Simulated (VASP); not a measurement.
Calculation: PBEsol GGA with spin-orbit coupling, VASP's PBE PAW potentials (set 64) (plane waves; VASP).

VASP input:

File POSCAR:
```
Lu
10.7474070
  0.1608074579  -0.2785266952   0.0000000000
  0.1608074579   0.2785266952   0.0000000000
  0.0000000000   0.0000000000   0.5000000004
Lu
2
Cartesian
  0.1608074579   0.0928424174   0.1250000001
  0.1608074579  -0.0928424174   0.3750000003
```

File KPOINTS_OPT:
```
k-points along high-symmetry lines
5
Line-mode
Reciprocal
  0.000000   0.000000   0.000000 ! GAMMA
 -0.000000   0.500000   0.000000 ! M

 -0.000000   0.500000   0.000000 ! M
 -0.333333   0.666667   0.000000 ! K

 -0.333333   0.666667   0.000000 ! K
  0.000000   0.000000   0.000000 ! GAMMA

  0.000000   0.000000   0.000000 ! GAMMA
  0.000000   0.000000   0.500000 ! A

  0.000000   0.000000   0.500000 ! A
 -0.000000   0.500000   0.500000 ! L

 -0.000000   0.500000   0.500000 ! L
 -0.333333   0.666667   0.500000 ! H

 -0.333333   0.666667   0.500000 ! H
  0.000000   0.000000   0.500000 ! A

 -0.000000   0.500000   0.500000 ! L
 -0.000000   0.500000   0.000000 ! M

 -0.333333   0.666667   0.500000 ! H
 -0.333333   0.666667   0.000000 ! K
```

**INCAR**
```
ALGO = Normal
EDIFF = 1E-6
ENCUT = 400
GGA = PS
GGA_COMPAT = .FALSE.
ISMEAR = 0
LASPH = .TRUE.
LCHARG = .FALSE.
LMAXMIX = 6
LREAL = .FALSE.
LSORBIT = .TRUE.
LWAVE = .FALSE.
MAGMOM = 6*0
NELM = 100
PREC = Accurate
SIGMA = 0.05
SYSTEM = Lu
```

### KPOINTS
```
Automatic mesh
0
Gamma
11 11 6
0 0 0
```

POTCAR, in this order: Lu_3 (PBE.64 set). Program: vasp_ncl.

The resulting files:

**OUTCAR**
```
 ion  position               nearest neighbor table
   1  0.333  0.667  0.250-   2 3.35   2 3.35   2 3.35   2 3.35   2 3.35   2 3.35
   2  0.667  0.333  0.750-   1 3.35   1 3.35   1 3.35   1 3.35   1 3.35   1 3.35
  LATTYP: Found a hexagonal cell.
 ALAT       =     3.4565264705
 C/A-ratio  =     1.5546542316
 Subroutine PRICEL returns:
 Original cell was already a primitive cell.
 Subroutine GETGRP returns: Found 24 space group operations
The static configuration has the point symmetry D_3d.
 The point group associated with its full space group is D_6h.
The dynamic configuration has the point symmetry D_3d.
The overall configuration has the point symmetry D_3d.
 Subroutine INISYM returns: Found 24 space group operations
 Subroutine IBZKPT returns following result:
 Found     64 irreducible k-points:

 Following reciprocal coordinates:
            Coordinates               Weight
  0.000000  0.000000  0.000000      1.000000
  0.090909  0.000000  0.000000      6.000000
  0.181818 -0.000000  0.000000      6.000000
  0.272727 -0.000000  0.000000      6.000000
  0.363636 -0.000000  0.000000      6.000000
  0.454545 -0.000000  0.000000      6.000000
  0.090909  0.090909  0.000000      6.000000
  0.181818  0.090909  0.000000     12.000000
  0.272727  0.090909  0.000000     12.000000
  0.363636  0.090909  0.000000     12.000000
  0.454545  0.090909  0.000000      6.000000
  0.181818  0.181818  0.000000      6.000000
  0.272727  0.181818  0.000000     12.000000
  0.363636  0.181818  0.000000     12.000000
  0.272727  0.272727  0.000000      6.000000
  0.363636  0.272727  0.000000      6.000000
  0.000000  0.000000  0.166667      2.000000
  0.090909  0.000000  0.166667     12.000000
  0.181818 -0.000000  0.166667     12.000000
  0.272727 -0.000000  0.166667     12.000000
  0.363636 -0.000000  0.166667     12.000000
  0.454545 -0.000000  0.166667     12.000000
  0.090909  0.090909  0.166667     12.000000
  0.181818  0.090909  0.166667     24.000000
  0.272727  0.090909  0.166667     24.000000
  0.363636  0.090909  0.166667     24.000000
  0.454545  0.090909  0.166667     12.000000
  0.181818  0.181818  0.166667     12.000000
  0.272727  0.181818  0.166667     24.000000
  0.363636  0.181818  0.166667     24.000000
  0.272727  0.272727  0.166667     12.000000
  0.363636  0.272727  0.166667     12.000000
  0.000000  0.000000  0.333333      2.000000
  0.090909  0.000000  0.333333     12.000000
  0.181818 -0.000000  0.333333     12.000000
  0.272727 -0.000000  0.333333     12.000000
  0.363636 -0.000000  0.333333     12.000000
  0.454545 -0.000000  0.333333     12.000000
  0.090909  0.090909  0.333333     12.000000
  0.181818  0.090909  0.333333     24.000000
   k-points           NKPTS =     64   k-points in BZ     NKDIM =     64   number of bands    NBANDS=     26
   number of dos      NEDOS =    301   number of ions     NIONS =      2
   total plane-waves  NPLWV =  20736
   dimension x,y,z NGX =    24 NGY =   24 NGZ =   36
   dimension x,y,z NGXF=    48 NGYF=   48 NGZF=   72
   ions per type =               2
   PREC   = accura    normal or accurate (medium, high low for compatibility)
   ISTART =      0    job   : 0-new  1-cont  2-samecut
   ICHARG =      2    charge: 1-file 2-atom 10-const
   ISPIN  =      1    spin polarized calculation?
   LNONCOLLINEAR =      T non collinear calculations
   LSORBIT =      T    spin-orbit coupling
   INIWAV =      1    electr: 0-lowe 1-rand  2-diag
   ENCUT  =  400.0 eV  29.40 Ry    5.42 a.u.   5.64  5.64  8.76*2*pi/ulx,y,z
   NELM   =    100;   NELMIN=  2; NELMDL= -5     # of ELM steps
   EDIFF  = 0.1E-05   stopping-criterion for ELM
...
```

**OSZICAR**
```
...
DAV:  13    -0.112313005904E+02    0.47444E+01   -0.15653E+01  6072   0.670E+00    0.217E+00
DAV:  14    -0.204400912033E+02   -0.92088E+01   -0.85050E+01  5822   0.430E+00    0.120E+00
DAV:  15    -0.257875774026E+02   -0.53475E+01   -0.17536E+02  5512   0.153E+01    0.937E-01
DAV:  16    -0.197255477977E+02    0.60620E+01   -0.74625E+01  3876   0.119E+01    0.579E-01
DAV:  17    -0.196577918828E+02    0.67756E-01   -0.91794E+01  3656   0.880E+00    0.679E-01
DAV:  18    -0.273109434665E+02   -0.76532E+01   -0.13677E+02  3106   0.848E+00    0.172E+00
DAV:  19    -0.293825184408E+02   -0.20716E+01   -0.15388E+02  3156   0.136E+01    0.203E+00
DAV:  20    -0.228392427594E+02    0.65433E+01   -0.72141E+01  3242   0.128E+01    0.591E-01
DAV:  21    -0.350006833339E+02   -0.12161E+02   -0.71133E+01  3118   0.915E+00    0.446E+00
DAV:  22    -0.117937942807E+02    0.23207E+02   -0.40332E+01  3186   0.198E+01    0.159E+00
DAV:  23    -0.136722889497E+02   -0.18785E+01   -0.36414E+01  2962   0.411E+00    0.966E-01
DAV:  24    -0.233739584934E+02   -0.97017E+01   -0.12111E+02  4256   0.649E+00    0.548E-01
DAV:  25    -0.274156027474E+02   -0.40416E+01   -0.46635E+01  3006   0.785E+00    0.359E+00
DAV:  26    -0.104454128620E+02    0.16970E+02   -0.32375E+01  5856   0.157E+01    0.343E+00
DAV:  27    -0.115108215753E+02   -0.10654E+01   -0.30651E-01  4844   0.694E-02    0.251E+00
DAV:  28    -0.349427628985E+02   -0.23432E+02   -0.24754E+02  4962   0.496E+00    0.216E+00
DAV:  29    -0.106319278859E+02    0.24311E+02   -0.59138E+00  5930   0.379E+00    0.287E+00
DAV:  30    -0.110278854467E+02   -0.39596E+00   -0.41588E+00  5958   0.200E+00    0.235E+00
DAV:  31    -0.492719153116E+02   -0.38244E+02   -0.15511E+02  4742   0.476E+00    0.203E+00
DAV:  32    -0.142767583157E+02    0.34995E+02   -0.47212E+01  3814   0.996E+00    0.157E+00
DAV:  33    -0.163232638036E+02   -0.20465E+01   -0.36261E+01  5476   0.982E+00    0.205E+00
DAV:  34    -0.534512437194E+02   -0.37128E+02   -0.39634E+02  5412   0.560E+00    0.133E+00
DAV:  35    -0.146754451018E+02    0.38776E+02   -0.66616E+01  2824   0.113E+01    0.107E+00
DAV:  36    -0.106589021506E+02    0.40165E+01   -0.19083E+01  3176   0.890E+00    0.380E+00
DAV:  37    -0.105136357861E+02    0.14527E+00   -0.66760E-01  5396   0.529E-01    0.398E+00
DAV:  38    -0.106197098802E+02   -0.10607E+00   -0.83276E-01  4568   0.768E-01    0.358E+00
DAV:  39    -0.122943198951E+02   -0.16746E+01   -0.28258E+00  4534   0.222E+00    0.296E+00
DAV:  40    -0.120688029898E+02    0.22552E+00   -0.14111E+01  2598   0.459E+00    0.283E+00
DAV:  41    -0.106664431932E+02    0.14024E+01   -0.11782E+01  5074   0.593E+00    0.387E+00
DAV:  42    -0.120058071824E+02   -0.13394E+01   -0.22077E+00  5970   0.157E+00    0.300E+00
DAV:  43    -0.152110290342E+02   -0.32052E+01   -0.49526E+00  4560   0.314E+00    0.315E+00
DAV:  44    -0.193942478279E+02   -0.41832E+01   -0.73104E+01  2620   0.227E+00    0.164E+00
DAV:  45    -0.123324422248E+02    0.70618E+01   -0.18212E+01  4232   0.793E+00    0.197E+00
DAV:  46    -0.124259441161E+02   -0.93502E-01   -0.20111E+01  2604   0.720E+00    0.301E+00
DAV:  47    -0.442294941567E+02   -0.31804E+02   -0.66315E+00  4240   0.346E+00    0.138E+00
DAV:  48    -0.107081127719E+02    0.33521E+02   -0.81259E+00  2448   0.572E+00    0.310E+00
DAV:  49    -0.125313906357E+02   -0.18233E+01   -0.50224E+00  4228   0.337E+00    0.239E+00
DAV:  50    -0.105281302626E+02    0.20033E+01   -0.66360E+00  2558   0.335E+00    0.292E+00
DAV:  51    -0.109015200610E+02   -0.37339E+00   -0.25573E+00  4148   0.183E+00    0.221E+00
DAV:  52    -0.132759424795E+02   -0.23744E+01   -0.78621E+00  2864   0.530E+00    0.295E+00
DAV:  53    -0.114353953719E+02    0.18405E+01   -0.68134E+00  4780   0.384E+00    0.194E+00
DAV:  54    -0.105543644451E+02    0.88103E+00   -0.69972E+00  5600   0.242E+00    0.343E+00
DAV:  55    -0.104811145180E+02    0.73250E-01   -0.97388E-01  4246   0.627E-01    0.349E+00
DAV:  56    -0.104455390055E+02    0.35576E-01   -0.28531E+00  5854   0.989E-01    0.342E+00
DAV:  57    -0.104453922288E+02    0.14678E-03   -0.30483E-05  6142   0.103E-01    0.328E+00
DAV:  58    -0.131519386577E+02   -0.27065E+01   -0.29059E-05  6024   0.961E-02    0.184E+00
DAV:  59    -0.138264443427E+02   -0.67451E+00   -0.10091E+01  3450   0.533E+00    0.183E+00
DAV:  60    -0.106219977354E+02    0.32044E+01   -0.82956E+00  2704   0.440E+00    0.230E+00
DAV:  61    -0.104530722702E+02    0.16893E+00   -0.29182E+00  5620   0.262E+00    0.295E+00
DAV:  62    -0.117599972879E+02   -0.13069E+01   -0.28637E-01  5388   0.253E-01    0.124E+00
DAV:  63    -0.110987971039E+02    0.66120E+00   -0.11305E+01  3320   0.684E+00    0.203E+00
DAV:  64    -0.110750997983E+02    0.23697E-01   -0.71480E+00  4612   0.437E+00    0.237E+00
DAV:  65    -0.107442043484E+02    0.33090E+00   -0.10126E+00  2652   0.150E-01    0.310E+00
DAV:  66    -0.106484574394E+02    0.95747E-01   -0.14339E+00  4030   0.642E-01    0.293E+00
DAV:  67    -0.113973945000E+02   -0.74894E+00   -0.22399E+00  4134   0.114E+00    0.126E+00
DAV:  68    -0.104986978291E+02    0.89870E+00   -0.72225E+00  2806   0.482E+00    0.313E+00
DAV:  69    -0.105676690099E+02   -0.68971E-01   -0.57971E-01  3418   0.357E-01    0.274E+00
DAV:  70    -0.132549096048E+02   -0.26872E+01   -0.14026E+00  2234   0.140E+00    0.166E+00
DAV:  71    -0.105353802387E+02    0.27195E+01   -0.47139E+00  4576   0.380E+00    0.310E+00
DAV:  72    -0.104679774073E+02    0.67403E-01   -0.10214E+00  3980   0.615E-01    0.329E+00
DAV:  73    -0.104473381661E+02    0.20639E-01   -0.14630E+00  4798   0.628E-01    0.333E+00
DAV:  74    -0.111932672629E+02   -0.74593E+00   -0.18323E-01  2220   0.193E-01    0.273E+00
DAV:  75    -0.155939727270E+02   -0.44007E+01   -0.65336E+00  2292   0.397E+00    0.172E+00
DAV:  76    -0.104471771147E+02    0.51468E+01   -0.47152E+00  5142   0.281E+00    0.359E+00
DAV:  77    -0.104954585768E+02   -0.48281E-01   -0.10633E+00  5736   0.468E-01    0.361E+00
DAV:  78    -0.115036661511E+02   -0.10082E+01   -0.82110E-01  4798   0.574E-01    0.319E+00
DAV:  79    -0.104483331922E+02    0.10553E+01   -0.44570E+00  4170   0.224E+00    0.370E+00
DAV:  80    -0.104759973758E+02   -0.27664E-01   -0.11261E-01  3044   0.143E-01    0.353E+00
DAV:  81    -0.104454656924E+02    0.30532E-01   -0.19826E+00  5146   0.135E+00    0.371E+00
DAV:  82    -0.105453421913E+02   -0.99876E-01   -0.80545E-06  4336   0.418E-02    0.359E+00
DAV:  83    -0.135421646009E+02   -0.29968E+01   -0.76105E+00  2802   0.128E+00    0.141E+00
DAV:  84    -0.187834058899E+02   -0.52412E+01   -0.96414E+01  2486   0.698E+00    0.259E+00
DAV:  85    -0.119901924939E+02    0.67932E+01   -0.97635E+00  3528   0.350E+00    0.336E+00
DAV:  86    -0.104456140394E+02    0.15446E+01   -0.29354E+00  5246   0.163E+00    0.376E+00
DAV:  87    -0.104454419444E+02    0.17209E-03   -0.91993E-01  4214   0.538E-01    0.379E+00
DAV:  88    -0.108821889312E+02   -0.43675E+00   -0.70658E-04  4508   0.566E-02    0.355E+00
DAV:  89    -0.107075262399E+02    0.17466E+00   -0.26523E+00  2600   0.143E+00    0.297E+00
DAV:  90    -0.116897111929E+02   -0.98218E+00   -0.32613E+00  3654   0.260E+00    0.285E+00
DAV:  91    -0.104455224353E+02    0.12442E+01   -0.64864E+00  4366   0.325E+00    0.391E+00
DAV:  92    -0.110166594157E+02   -0.57114E+00   -0.19558E-03  4844   0.659E-02    0.344E+00
DAV:  93    -0.105860109651E+02    0.43065E+00   -0.31845E+00  2750   0.211E+00    0.362E+00
DAV:  94    -0.130114280595E+02   -0.24254E+01   -0.10990E+00  2268   0.954E-01    0.206E+00
DAV:  95    -0.175777276556E+02   -0.45663E+01   -0.66221E+00  2168   0.352E+00    0.315E+00
DAV:  96    -0.104453629601E+02    0.71324E+01   -0.55641E+00  5226   0.259E+00    0.373E+00
DAV:  97    -0.104453700099E+02   -0.70499E-05   -0.94999E-06  4082   0.418E-02    0.370E+00
DAV:  98    -0.104453764421E+02   -0.64322E-05   -0.60919E-07  2220   0.277E-02    0.370E+00
DAV:  99    -0.109019202557E+02   -0.45654E+00   -0.15149E-05  2920   0.309E-02    0.331E+00
DAV: 100    -0.104454011258E+02    0.45652E+00   -0.25257E+00  2748   0.184E+00
   1 F= -.10445401E+02 E0= -.10443771E+02  d E =-.325937E-02  mag=    -0.0000    -0.0000    -0.0000
       N       E                     dE             ncg
```

**OUTCAR**
```
------------------------ aborting loop EDIFF was not reached (unconverged)  ----------------------------
  FORCE on cell =-STRESS in cart. coord.  units (eV):
  Direction    XX          YY          ZZ          XY          YZ          ZX
  --------------------------------------------------------------------------------------
  Total       -0.4675511     -0.4675511     -0.4233999      0.0000000      0.0000000      0.0000000
  in kB      -13.4727277    -13.4727285    -12.2004891      0.0000000      0.0000000      0.0000000
  external PRESSURE =     -13.0486484 kB  Pullay stress =       0.0000000 kB
  volume of cell :       55.60
      direct lattice vectors                 reciprocal lattice vectors
     1.728263199 -2.993439753  0.000000000     0.289307786 -0.167031924  0.000000000
     1.728263199  2.993439753  0.000000000     0.289307786  0.167031924  0.000000000
     0.000000000  0.000000000  5.373703504     0.000000000  0.000000000  0.186091398
 POSITION                                       TOTAL-FORCE (eV/Angst)
 -----------------------------------------------------------------------------------
      1.72826      0.99782      1.34343        -0.000000      0.000000     -0.000000
      1.72826     -0.99782      4.03028         0.000000      0.000000      0.000000
 -----------------------------------------------------------------------------------
    total drift:                                0.000000      0.000000      0.000000
  FREE ENERGIE OF THE ION-ELECTRON SYSTEM (eV)
  ---------------------------------------------------
  free  energy   TOTEN  =       -10.4454011258 eV

  energy  without entropy=      -10.4421417546  energy(sigma->0) =      -10.44377144

 Ion:    1  E_soc:     -0.6850077

 Ion:    2  E_soc:     -0.6850077
```
(Selected blocks of OUTCAR.)

**stdout**
```
...
DAV:  84    -0.187834058899E+02   -0.52412E+01   -0.96414E+01  2486   0.698E+00    0.259E+00
DAV:  85    -0.119901924939E+02    0.67932E+01   -0.97635E+00  3528   0.350E+00    0.336E+00
DAV:  86    -0.104456140394E+02    0.15446E+01   -0.29354E+00  5246   0.163E+00    0.376E+00
DAV:  87    -0.104454419444E+02    0.17209E-03   -0.91993E-01  4214   0.538E-01    0.379E+00
DAV:  88    -0.108821889312E+02   -0.43675E+00   -0.70658E-04  4508   0.566E-02    0.355E+00
DAV:  89    -0.107075262399E+02    0.17466E+00   -0.26523E+00  2600   0.143E+00    0.297E+00
DAV:  90    -0.116897111929E+02   -0.98218E+00   -0.32613E+00  3654   0.260E+00    0.285E+00
DAV:  91    -0.104455224353E+02    0.12442E+01   -0.64864E+00  4366   0.325E+00    0.391E+00
DAV:  92    -0.110166594157E+02   -0.57114E+00   -0.19558E-03  4844   0.659E-02    0.344E+00
DAV:  93    -0.105860109651E+02    0.43065E+00   -0.31845E+00  2750   0.211E+00    0.362E+00
DAV:  94    -0.130114280595E+02   -0.24254E+01   -0.10990E+00  2268   0.954E-01    0.206E+00
DAV:  95    -0.175777276556E+02   -0.45663E+01   -0.66221E+00  2168   0.352E+00    0.315E+00
DAV:  96    -0.104453629601E+02    0.71324E+01   -0.55641E+00  5226   0.259E+00    0.373E+00
DAV:  97    -0.104453700099E+02   -0.70499E-05   -0.94999E-06  4082   0.418E-02    0.370E+00
DAV:  98    -0.104453764421E+02   -0.64322E-05   -0.60919E-07  2220   0.277E-02    0.370E+00
DAV:  99    -0.109019202557E+02   -0.45654E+00   -0.15149E-05  2920   0.309E-02    0.331E+00
DAV: 100    -0.104454011258E+02    0.45652E+00   -0.25257E+00  2748   0.184E+00

 -----------------------------------------------------------------------------
|                                                                             |
|           W    W    AA    RRRRR   N    N  II  N    N   GGGG   !!!           |
|           W    W   A  A   R    R  NN   N  II  NN   N  G    G  !!!           |
|           W    W  A    A  R    R  N N  N  II  N N  N  G       !!!           |
|           W WW W  AAAAAA  RRRRR   N  N N  II  N  N N  G  GGG   !            |
|           WW  WW  A    A  R   R   N   NN  II  N   NN  G    G                |
|           W    W  A    A  R    R  N    N  II  N    N   GGGG   !!!           |
|                                                                             |
|     The electronic self-consistency was not achieved in the given           |
|     number of steps (NELM). The forces and other quantities evaluated       |
|     might not be reliable so examine the results carefully. If you find     |
|     spurious results, we suggest increasing NELM, if you were close to      |
|     convergence or switching to a different ALGO or adjusting the           |
|     density mixing parameters otherwise.                                    |
|                                                                             |
 -----------------------------------------------------------------------------

   1 F= -.10445401E+02 E0= -.10443771E+02  d E =-.325937E-02  mag=    -0.0000    -0.0000    -0.0000
 Start KPOINTS_OPT (optional k-point list driver)
k-point batch [1-45\45]
       N       E                     dE             ncg
```

Convergence was not reached.

The compound is Lu in the hcp structure. It was relaxed first, which changed the volume by -6 %.
